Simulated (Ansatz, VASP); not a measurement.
## Y3NbN4: VASP beside Ansatz

```
CELL_PARAMETERS angstrom
5.41901 0.00000 0.00000
-2.70951 4.69300 0.00000
0.00000 0.00000 5.61917
ATOMIC_POSITIONS crystal
Y 0.50000 0.00000 0.75282
Y 0.00000 0.50000 0.75282
Y 0.50000 0.50000 0.75282
Nb 0.00000 0.00000 0.25539
N 0.33333 0.66667 0.98706
N 0.66667 0.33333 0.98706
N 0.00000 0.00000 0.99055
N 0.00000 0.00000 0.78490
```

Alike in both runs: task single point; functional PBE; k mesh 6 × 6 × 4; occupations gaussian, width 0.1 eV; no spin polarisation.

|  | VASP | Ansatz |
| --- | --- | --- |
| version | VASP 6.6.1 | Ansatz 0.2.0 |
| potentials or method | VASP PAW PBE potentials, release 64 (Y_sv, Nb_sv, N) | scalar-relativistic, plane waves, PAW |
| plane-wave cutoff (eV) | 520 | 420 |
| valence electrons in the cell | 66 | 66 |

VASP gave:

```
gap on the k mesh at the Fermi level (eV) : none
rms of the force components (eV/Å)        : 5.935
```

**Question.** Estimate Ansatz's values.

**Answer.** gap on the k mesh at the Fermi level (eV): none; rms of the force components (eV/Å): 5.838.

Atom by atom the forces differ by 0.187 eV/Å (rms over components). A gap of «none» marks a metal or a gap that the smearing closes.

Caveats: the standard files for N, O and F lose accuracy on very short bonds; forces of over 1 eV/Å show positions far from the minimum, so gaps and moduli don't describe the material at rest.
